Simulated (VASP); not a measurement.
```xyz
2
Lattice="0.0000 2.7520 2.7520 2.7520 0.0000 2.7520 2.7520 2.7520 0.0000" Properties=species:S:1:pos:R:3 pbc="T T T"
Mg     0.0000     0.0000     0.0000
Se     2.7520     2.7520     2.7520
```

The numbers are results of PBE GGA, VASP's PBE PAW potentials (set 64) (plane waves; VASP 6.6.1), not measurements. Run with 480 eV cut-off, 8×8×8 Γ-centred mesh, Gaussian smearing of 0.050 eV, potentials Mg Se.

**Question.** Estimate the energy per atom (σ→0), band gap (on the k-mesh) with the smallest direct gap where there is one.

**Answer.** 
```json
{
  "band gap (on the k-mesh)": "1.75 eV",
  "smallest direct gap (on the k-mesh)": "2.41 eV",
  "energy per atom (σ→0)": "-3745 meV/atom"
}
```

The compound is MgSe in the rock salt structure. It was relaxed first. The start is the result of an earlier pass.
